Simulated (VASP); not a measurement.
These are r2SCAN meta-GGA, VASP's PBE PAW potentials (set 64) (plane waves; VASP) values and carry that method's errors.

The input files of a VASP run:

INCAR:
```
# general
SYSTEM  = Ir(100) slab
PREC    = Normal
ENCUT   = 400
LREAL   = .FALSE.   # projection in real space or not
LASPH   = .TRUE.

# electronic loop
EDIFF   = 1E-6
NELM    = 100
NELMIN  = 4
ALGO    = Normal   # blocked Davidson
LMAXMIX = 6   # l cut-off of mixed one-centre charges
LMIXTAU = .TRUE.

# smearing
ISMEAR  = 1   # Methfessel-Paxton
SIGMA   = 0.1   # width (eV)

# functional
METAGGA = R2SCAN

# output
LWAVE   = .FALSE.
LCHARG  = .FALSE.
LORBIT  = 11
LVHAR   = .TRUE.

# other
LDIPOL  = .TRUE.
IDIPOL  = 3
DIPOL   = 0.5 0.5 0.5
```

**POSCAR**
```
Ir(100) slab
1
    2.7237367894     0.0000000000     0.0000000000
    0.0000000000     2.7237367894     0.0000000000
    0.0000000000     0.0000000000    26.6024990534
Ir
6
Direct
  0.0000000000   0.5000000000   0.3220960029
  0.5000000000   1.0000000000   0.3906669752
  0.0000000000   0.5000000000   0.4635172111
  0.5000000000   0.0000000000   0.5364827889
  0.0000000000   0.5000000000   0.6093330248
  0.5000000000   0.0000000000   0.6779039971
```

### KPOINTS
```
Automatic mesh
0
G
  10 10 1
0 0 0
```

POTCAR, in this order: Ir (PBE.64 set). Program: vasp_std. Read from the step before: WAVECAR.

The resulting files:

### OSZICAR
```
       N       E                     dE             d eps       ncg     rms          rms(c)
DAV:   1    -0.311404454652E+03   -0.31140E+03   -0.10979E-01  2464   0.212E+00    0.117E+00
DAV:   2    -0.311773647142E+03   -0.36919E+00   -0.35338E+00  2560   0.126E+01    0.588E+00
DAV:   3    -0.311383649350E+03    0.39000E+00   -0.22117E+00  2544   0.108E+01    0.216E-01
DAV:   4    -0.311387952636E+03   -0.43033E-02   -0.43562E-02  1776   0.110E+00    0.231E-01
DAV:   5    -0.311387633937E+03    0.31870E-03   -0.19636E-03  2000   0.452E-01    0.116E-01
DAV:   6    -0.311387604500E+03    0.29437E-04   -0.35059E-04  2136   0.144E-01    0.927E-02
DAV:   7    -0.311387592576E+03    0.11924E-04   -0.11142E-04  1960   0.881E-02    0.418E-02
DAV:   8    -0.311387592354E+03    0.22154E-06   -0.50232E-05  2088   0.619E-02    0.288E-02
DAV:   9    -0.311387587321E+03    0.50335E-05   -0.34058E-05  2048   0.476E-02    0.981E-03
DAV:  10    -0.311387586043E+03    0.12775E-05   -0.90779E-06  1392   0.249E-02    0.283E-03
DAV:  11    -0.311387583186E+03    0.28579E-05   -0.13988E-06   912   0.109E-02    0.204E-03
DAV:  12    -0.311387586015E+03   -0.28295E-05   -0.46567E-07   816   0.570E-03    0.204E-03
DAV:  13    -0.311387588469E+03   -0.24543E-05   -0.90089E-07   840   0.846E-03    0.503E-04
DAV:  14    -0.311387589363E+03   -0.89329E-06   -0.33768E-07   760   0.469E-03
   1 F= -.31138759E+03 E0= -.31138813E+03  d E =0.163649E-02
```

OUTCAR:
```
------------------------ aborting loop because EDIFF is reached ----------------------------------------
  FORCE on cell =-STRESS in cart. coord.  units (eV):
  Direction    XX          YY          ZZ          XY          YZ          ZX
  --------------------------------------------------------------------------------------
  Total       -3.7416679     -3.7416679      0.0476815      0.0000000      0.0000000      0.0000000
  in kB      -30.3754776    -30.3754776      0.3870865      0.0000000      0.0000000      0.0000000
  external PRESSURE =     -20.1212896 kB  Pullay stress =       0.0000000 kB
  volume of cell :      197.36
      direct lattice vectors                 reciprocal lattice vectors
     2.723736789  0.000000000  0.000000000     0.367142671  0.000000000  0.000000000
     0.000000000  2.723736789  0.000000000     0.000000000  0.367142671  0.000000000
     0.000000000  0.000000000 26.602499053     0.000000000  0.000000000  0.037590453
 POSITION                                       TOTAL-FORCE (eV/Angst)
 -----------------------------------------------------------------------------------
      0.00000      1.36187      8.56856         0.000000     -0.000000     -0.019057
      1.36187      0.00000     10.39272         0.000000      0.000000      0.028587
      0.00000      1.36187     12.33072        -0.000000     -0.000000     -0.019675
      1.36187      0.00000     14.27178         0.000000      0.000000      0.019675
      0.00000      1.36187     16.20978         0.000000      0.000000     -0.028587
      1.36187      0.00000     18.03394         0.000000      0.000000      0.019057
 -----------------------------------------------------------------------------------
    total drift:                                0.000000      0.000000      0.000000
  FREE ENERGIE OF THE ION-ELECTRON SYSTEM (eV)
  ---------------------------------------------------
  free  energy   TOTEN  =      -311.3875893626 eV

  energy  without entropy=     -311.3892258532  energy(sigma->0) =     -311.38813486

 total charge

# of ion       s       p       d       tot
------------------------------------------
    1        0.662   0.527   6.958   8.147
    2        0.680   0.750   6.954   8.383
    3        0.670   0.720   6.955   8.344
    4        0.670   0.720   6.955   8.344
    5        0.680   0.750   6.954   8.383
    6        0.662   0.527   6.958   8.147
--------------------------------------------------
tot          4.023   3.994  41.733  49.749
```
(Selected blocks of OUTCAR.)

### OUTCAR
```
 val. band max:        1.1120250270   @ k =   0.2000   0.1000   0.0000

 cond. band min:       1.1755105191   @ k =   0.3000   0.3000   0.0000


 Fermi energy:         1.1255260366

 k-point     1 :       0.0000    0.0000    0.0000
  band No.  band energies     occupation
      1      -9.9003      2.00000
      2      -8.9231      2.00000
      3      -7.4427      2.00000
      4      -6.7921      2.00000
      5      -6.2385      2.00000
      6      -6.2317      2.00000
      7      -6.1161      2.00000
      8      -5.8755      2.00000
      9      -5.0293      2.00000
     10      -3.9913      2.00000
     11      -3.1460      2.00000
     12      -2.8148      2.00000
     13      -2.5899      2.00000
     14      -2.5899      2.00000
     15      -2.0425      2.00000
     16      -2.0425      2.00000
     17      -1.6354      2.00000
     18      -1.3638      2.00000
     19      -0.9576      2.00000
     20      -0.9576      2.00000
     21      -0.4636      2.00000
     22      -0.1761      2.00000
     23      -0.0714      2.00000
     24      -0.0444      2.00000
     25       0.1856      2.00000
     26       0.4377      2.00000
     27       0.4377      2.00000
     28       0.7723      2.00001
     29       1.4573     -0.00003
     30       1.7497     -0.00000
     31       1.7497     -0.00000
     32       2.0281     -0.00000

 k-point     2 :       0.1000    0.0000    0.0000
  band No.  band energies     occupation
      1      -9.6066      2.00000
      2      -8.6600      2.00000
      3      -7.2214      2.00000
      4      -6.5728      2.00000
      5      -6.0280      2.00000
      6      -6.0246      2.00000
      7      -5.9057      2.00000
      8      -5.6577      2.00000
      9      -4.8597      2.00000
     10      -3.9078      2.00000
     11      -3.1602      2.00000
     12      -2.6660      2.00000
     13      -2.5993      2.00000
     14      -2.5049      2.00000
     15      -2.2533      2.00000
     16      -2.2254      2.00000
...
```

Unless said otherwise, spin-orbit coupling is left out, though it shifts the bands of the heavy elements here.

The cell is a thin slab with vacuum, built from Ir (fcc): (100) face.
